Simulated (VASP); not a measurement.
C:

```xyz
4
Lattice="2.4610 0.0000 0.0000 -1.2305 2.1313 0.0000 0.0000 0.0000 9.3912" Properties=species:S:1:pos:R:3 pbc="T T T"
C     0.0000    0.0000    2.3478
C     0.0000    1.4209    2.3478
C     0.0000    0.0000    7.0434
C     1.2305    0.7104    7.0434
```

The cell was built by a generator and needn't be a form met in nature.

Base run:

* Program: VASP 6.6.1
* Functional: vdW-DF
* Potentials or basis: VASP PAW PBE potentials, release 64 (C)
* Cutoff: 520 eV
* k mesh: 16 × 16 × 4
* Occupations: fermi-dirac, width 0.05 eV
* Spin: no spin polarisation

Its results: band gap on the k mesh 1.16 eV, direct; pressure 3.7 GPa.

Q: The run is repeated on the same cell with these changes: functional from vdW-DF to rev-vdW-DF2. What comes out?

A: Band gap on the k mesh 1.16 eV, direct; pressure 0.7 GPa.

Caveats: the PAW data sets were made with another functional, which shifts forces and pressure a little.

A k mesh can miss the band edges.
